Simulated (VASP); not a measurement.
Here is the system:

```
SnTe
1.0
    0.00000     3.14254     3.14254
    3.14254     0.00000     3.14254
    3.14254     3.14254     0.00000
Sn Te
1 1
Direct
  0.00000   0.00000   0.00000
  0.50000   0.50000   0.50000
```

Level of theory: PBEsol GGA, VASP's PBE PAW potentials (set 64) (plane waves; VASP). Numerical set-up: 480 eV cut-off, 8×8×8 Γ-centred mesh, Gaussian smearing of 0.050 eV, potentials Sn_d Te.

Unless said otherwise, spin-orbit coupling is left out, though it shifts the bands of the heavy elements here.

Task: What does the run give for the energy per atom (σ→0), band gap (on the k-mesh) with the smallest direct gap where there is one?

Result: 
The band gap (on the k-mesh) is 0.17 eV and the smallest direct gap (on the k-mesh) is 0.17 eV. The energy per atom (σ→0) is -4.169 eV/atom.

Total energies compare only between runs with the same potentials, cut-off and functional.

The compound is SnTe in the rock salt structure, which distorts at low temperature. It was relaxed first.
